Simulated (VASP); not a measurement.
Data:

```
CELL_PARAMETERS angstrom
      4.32526     0.00000     0.00000
      0.00000     4.32526     0.00000
      0.00000     0.00000     4.32526
ATOMIC_POSITIONS crystal
  Cs 0.00000 0.00000 0.00000
  Br 0.50000 0.50000 0.50000
```

Method: r2SCAN meta-GGA, VASP's PBE PAW potentials (set 64) (plane waves; VASP 6.6.1). Run with 400 eV cut-off, 7×7×7 Γ-centred mesh, tetrahedra with Blöchl corrections, potentials Cs_sv Br.

Unless said otherwise, spin-orbit coupling is left out, though it shifts the bands of the heavy elements here.

Q: Give the energies of bands 3 to 11 at the high-symmetry points, in eV from the valence-band maximum.

A: 
```tsv
band	Γ	X	M	R
3	-6.58	-6.93	-7.12	-6.96
4	-6.58	-6.48	-7.12	-6.96
5	-6.58	-6.48	-6.42	-6.96
6	-0.01	-1.25	-0.58	-1.12
7	-0.01	-0.19	-0.58	-1.12
8	-0.01	-0.19	0.00	-1.12
9	5.17	6.43	5.83	8.87
10	5.42	7.83	6.10	8.87
11	5.42	8.34	7.84	8.87
```

The gap is indirect, 5.17 eV, from the valence maximum at M to the conduction minimum at Γ.

The structure was generated: CsBr was put into the CsCl type type (Pm-3m), which need not be its known phase. It was relaxed first, which changed the volume by -24 %.
